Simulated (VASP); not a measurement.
Computed with PBEsol GGA, VASP's PBE PAW potentials (set 64) (plane waves; VASP).

VASP input:

POSCAR:
```
MoS
1
    3.1730907287     0.0000000000     0.0000000000
   -1.5865453643     2.7479773316    -0.0000000000
   -0.0000000000     0.0000000000     6.4590515830
Mo S
2 2
Direct
  0.0000000000   0.0000000000   0.0000000000
  0.0000000000   0.0000000000   0.5000000000
  0.3333330000   0.6666670000   0.2500000000
  0.6666670000   0.3333330000   0.7500000000
```

**INCAR**
```
! general
SYSTEM  = MoS
PREC    = Accurate
ENCUT   = 400
LREAL   = F
LASPH   = T

! electronic loop
EDIFF   = 1E-7
NELM    = 100
ALGO    = Normal
LMAXMIX = 4

! smearing
ISMEAR  = -5

! functional
GGA     = PS

! ions
ISIF    = 2

! output
LWAVE   = F
LCHARG  = T
LORBIT  = 11
NEDOS   = 601

! other
LEFG    = T
```

**KPOINTS**
```
Automatic mesh
0
Gamma
12 12 6
0 0 0
```

POTCAR, in this order: Mo_sv S (PBE.64 set). Program: vasp_std.

What VASP printed:

OSZICAR:
```
       N       E                     dE             d eps       ncg     rms          rms(c)
DAV:   1     0.309723034077E+03    0.30972E+03   -0.20132E+04  3712   0.137E+03
DAV:   2    -0.231299511587E+02   -0.33285E+03   -0.32975E+03  4312   0.410E+02
DAV:   3    -0.355727332127E+02   -0.12443E+02   -0.12258E+02  4928   0.722E+01
DAV:   4    -0.357260173574E+02   -0.15328E+00   -0.15226E+00  4144   0.806E+00
DAV:   5    -0.357295324023E+02   -0.35150E-02   -0.34631E-02  4848   0.965E-01    0.326E+01
DAV:   6    -0.342430063613E+02    0.14865E+01   -0.95007E+00  4168   0.189E+01    0.122E+01
DAV:   7    -0.341781327840E+02    0.64874E-01   -0.48566E-01  4352   0.407E+00    0.593E+00
DAV:   8    -0.341616452329E+02    0.16488E-01   -0.64448E-02  4440   0.157E+00    0.558E-01
DAV:   9    -0.341612050611E+02    0.44017E-03   -0.43290E-03  4760   0.361E-01    0.274E-01
DAV:  10    -0.341612566800E+02   -0.51619E-04   -0.47947E-04  4168   0.180E-01    0.641E-02
DAV:  11    -0.341612343319E+02    0.22348E-04   -0.46419E-05  4512   0.555E-02    0.216E-02
DAV:  12    -0.341612302812E+02    0.40507E-05   -0.33236E-06  4752   0.106E-02    0.321E-03
DAV:  13    -0.341612304266E+02   -0.14542E-06   -0.29953E-07  3560   0.271E-03    0.899E-04
DAV:  14    -0.341612304828E+02   -0.56202E-07   -0.90200E-09  2456   0.700E-04
   1 F= -.34161230E+02 E0= -.34161230E+02  d E =0.000000E+00
```

### OUTCAR
```
------------------------ aborting loop because EDIFF is reached ----------------------------------------
  FORCE on cell =-STRESS in cart. coord.  units (eV):
  Direction    XX          YY          ZZ          XY          YZ          ZX
  --------------------------------------------------------------------------------------
  Total       -0.0155150     -0.0155150      0.0286684     -0.0000000     -0.0000000      0.0000000
  in kB       -0.4413661     -0.4413661      0.8155488     -0.0000000     -0.0000000      0.0000000
  external PRESSURE =      -0.0223945 kB  Pullay stress =       0.0000000 kB
  volume of cell :       56.32
      direct lattice vectors                 reciprocal lattice vectors
     3.173090729  0.000000000  0.000000000     0.315150144  0.181952010  0.000000000
    -1.586545364  2.747977332  0.000000000     0.000000000  0.363904021  0.000000000
     0.000000000  0.000000000  6.459051583     0.000000000  0.000000000  0.154821492
 POSITION                                       TOTAL-FORCE (eV/Angst)
 -----------------------------------------------------------------------------------
      0.00000      0.00000      0.00000        -0.000000      0.000000     -0.000000
      0.00000      0.00000      3.22953        -0.000000      0.000000     -0.000000
     -0.00000      1.83199      1.61476         0.000000     -0.000000     -0.000000
      1.58655      0.91599      4.84429        -0.000000      0.000000      0.000000
 -----------------------------------------------------------------------------------
    total drift:                                0.000000     -0.000000     -0.000000
  FREE ENERGIE OF THE ION-ELECTRON SYSTEM (eV)
  ---------------------------------------------------
  free  energy   TOTEN  =       -34.1612304828 eV

  energy  without entropy=      -34.1612304828  energy(sigma->0) =      -34.16123048

 total charge

# of ion       s       p       d       tot
------------------------------------------
    1        2.244   6.167   4.121  12.533
    2        2.244   6.167   4.121  12.533
    3        1.305   2.395   0.000   3.700
    4        1.305   2.395   0.000   3.700
--------------------------------------------------
tot          7.099  17.124   8.241  32.465

 Electric field gradients after diagonalization (V/A^2)
 (convention: |V_zz| > |V_xx| > |V_yy|)
----------------------------------------------------------------------
 ion       V_xx      V_yy      V_zz     asymmetry (V_yy - V_xx)/ V_zz
----------------------------------------------------------------------
   1      -3.759    -3.756     7.515       0.000
   2      -3.759    -3.756     7.515       0.000
   3      -8.330    -8.329    16.658       0.000
   4      -8.330    -8.329    16.658       0.000
```
(Selected blocks of OUTCAR.)

**OUTCAR**
```
 val. band max:       12.7554169035   @ k =   0.4167   0.0000   0.3333

 cond. band min:      12.6062798051   @ k =   0.2500   0.0000   0.3333


 Fermi energy:        12.6691983688

 k-point     1 :       0.0000    0.0000    0.0000
  band No.  band energies     occupation
      1     -48.8953      2.00000
      2     -48.8769      2.00000
      3     -23.4080      2.00000
      4     -23.1201      2.00000
      5     -22.8411      2.00000
      6     -22.8411      2.00000
      7     -22.8163      2.00000
      8     -22.8163      2.00000
      9      -4.2635      2.00000
     10      -2.6113      2.00000
     11       3.5143      2.00000
     12       7.2900      2.00000
     13       7.2900      2.00000
     14       7.9139      2.00000
     15       8.4351      2.00000
     16      10.3667      2.00000
     17      10.3667      2.00000
     18      10.5237      2.00000
     19      10.5237      2.00000
     20      10.8508      2.00000
     21      10.8508      2.00000
     22      12.6950      1.67660
     23      12.6950      0.00000
     24      12.8793      0.00000

 k-point     2 :       0.0833    0.0000    0.0000
  band No.  band energies     occupation
      1     -48.8926      2.00000
      2     -48.8743      2.00000
      3     -23.4012      2.00000
      4     -23.1160      2.00000
      5     -22.8688      2.00000
      6     -22.8473      2.00000
      7     -22.8429      2.00000
      8     -22.8225      2.00000
      9      -4.1454      2.00000
     10      -2.6028      2.00000
     11       3.6765      2.00000
     12       7.1276      2.00000
     13       7.2985      2.00000
     14       7.9441      2.00000
     15       7.9615      2.00000
     16       9.5529      2.00000
     17       9.8530      2.00000
     18      10.5076      2.00000
     19      10.7133      2.00000
     20      11.3566      2.00000
     21      11.6128      2.00000
     22      12.6471      1.93551
     23      12.7828      0.00000
     24      12.9356      0.00000
...
```

For a metal the tetrahedron method with Blöchl corrections gives inexact stress and forces.

The structure was generated: MoS was put into the NiAs type type (P6_3/mmc), which need not be its known phase. It was relaxed first, which changed the volume by -33 %.
